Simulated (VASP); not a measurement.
SiC (zinc blende):

```
CSi
1.0
    0.00000     2.18000     2.18000
    2.18000     0.00000     2.18000
    2.18000     2.18000     0.00000
Si C
1 1
Direct
  0.00000   0.00000   0.00000
  0.25000   0.25000   0.25000
```

The lowest empty band near X, direction across the valley's axis, from mBJ (TB09) with spin-orbit coupling in VASP (PAW); its two spin partners are averaged. The gap over the points computed is 2.34 eV, and the next band on that side lies 2.77 eV away at the edge.

Numerical set-up: 520 eV cut-off, 12×12×12 Γ-centred mesh, Gaussian smearing of 0.050 eV, potentials Si C.

```tsv
distance from the edge in k (1/Å)	distance in energy (meV)
0.018	4.8
0.025	9.4
0.035	18.4
0.050	37.4
0.070	73.1
```

### Question
Fit E(1 + αE) = ħ²k²/2m* (ħ²/2m0 = 3.810 eV Å²) and predict the row at 0.095 1/Å.

### Answer
The rows don't resolve α, so a parabola serves: the electron mass is m* = 0.255 m0, and so 134.8 meV. The run gave 133.6 meV, -1.2 meV from the fit.

Left out are points under 3 meV from the edge, since the levels carry 0.1 meV, and points farther than half the way to the next band.

The compound is SiC in the zinc blende structure. The cell was not relaxed at this level.
